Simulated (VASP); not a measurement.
```xyz
2
Lattice="2.8852 0.0000 0.0000 0.0000 2.8852 0.0000 0.0000 0.0000 2.8852" Properties=species:S:1:pos:R:3 pbc="T T T"
Ti     0.0000     0.0000     0.0000
Co     1.4426     1.4426     1.4426
```

Computed with PBEsol GGA, VASP's PBE PAW potentials (set 64) (plane waves; VASP). Settings: 500 eV cut-off, 13×13×13 Γ-centred mesh, first-order Methfessel-Paxton smearing of 0.10 eV, potentials Ti_sv Co.

Energy and stress use the plane-wave basis of the starting cell.

Q: The ions, cell shape and volume at an external pressure of 20.0 GPa are relaxed. Which structure does the run end with?

A: 
```xyz
2
Lattice="2.8473 0.0000 0.0000 0.0000 2.8473 0.0000 0.0000 0.0000 2.8473" Properties=species:S:1:pos:R:3 pbc="T T T"
Ti     0.0000     0.0000     0.0000
Co     1.4237     1.4237     1.4237
```
Space group Pm-3m (221), at a tolerance of 0.03 Å.

Q: How do energy and volume change from the first to the last step?

A: The energy (σ→0) changes by +43.1 meV/atom and the volume by -3.9 %, in 4 ionic steps.

The compound is TiCo in the CsCl type structure. This run relaxes it under an external pressure of 20 GPa. Symmetry was kept, so distortions that lower it aren't found. The run is not spin-polarised, so no magnetic state was tried. The electron count is odd and the run is not spin-polarised, which forces a metal.
